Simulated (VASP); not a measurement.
Consider the following.

```xyz
4
Lattice="2.0557 1.1869 6.7176 -2.0557 1.1869 6.7176 0.0000 -2.3737 6.7176" Properties=species:S:1:pos:R:3 pbc="T T T"
Sn     0.0000     0.0000    10.0764
Pb     0.0000     0.0000    20.1528
S      0.0000     0.0000     4.9815
S      0.0000     0.0000    15.1712
```

These are PBEsol GGA, VASP's PBE PAW potentials (set 64) (plane waves; VASP) values and carry that method's errors. Run with 400 eV cut-off, 7×7×7 Γ-centred mesh, tetrahedra with Blöchl corrections, potentials Sn_d Pb_d S.

Task: Predict the energy per atom (σ→0).

Result: 
```json
{
  "energy per atom (σ→0)": "-457.2 kJ/mol-atom"
}
```

The structure comes from a computed database's SnPbS2 entry (R-3m); how it stands against other phases isn't given here. It was relaxed first, which changed the volume by -6 %.
